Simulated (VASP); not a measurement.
All values below come from PBE GGA, VASP's PBE PAW potentials (set 64) (plane waves; VASP).

VASP ran on this input.

File POSCAR:
```
Pt3Ti
1
    3.9200000000     0.0000000000     0.0000000000
    0.0000000000     3.9200000000     0.0000000000
    0.0000000000     0.0000000000     3.9200000000
Ti Pt
1 3
Direct
  0.0000000000   0.0000000000   0.0000000000
  0.0000000000   0.5000000000   0.5000000000
  0.5000000000   0.0000000000   0.5000000000
  0.5000000000   0.5000000000   0.0000000000
```

INCAR:
```
! general
SYSTEM  = Pt3Ti
PREC    = Accurate
ENCUT   = 400
LREAL   = F
LASPH   = T

! electronic loop
EDIFF   = 1E-6
NELM    = 100
ALGO    = Fast
LMAXMIX = 6

! smearing
ISMEAR  = 1
SIGMA   = 0.1

! functional
GGA     = PE

! ions
ISIF    = 2

! output
LWAVE   = F
LCHARG  = F
```

KPOINTS:
```
Automatic
0
Gamma
  7 7 7
0 0 0
```

POTCAR, in this order: Ti_sv Pt (PBE.64 set). Program: vasp_std.

### Question
What will the output report for the number of irreducible k-points (NKPTS), number of bands (NBANDS), largest plane-wave count, number of space-group operations, FFT grid (NGX, NGY, NGZ)?

### Answer

| Item | Value |
|---|---|
| number of irreducible k-points (NKPTS) | 20 |
| number of bands (NBANDS) | 25 |
| largest plane-wave count | 1105 |
| number of space-group operations | 48 |
| FFT grid (NGX, NGY, NGZ) | 28 × 28 × 28 |

The compound is Pt3Ti in the L1_2 structure. The cell was not relaxed at this level. The run is one of a series of settings (ALGO = Fast against the base run), some of them coarse on purpose.
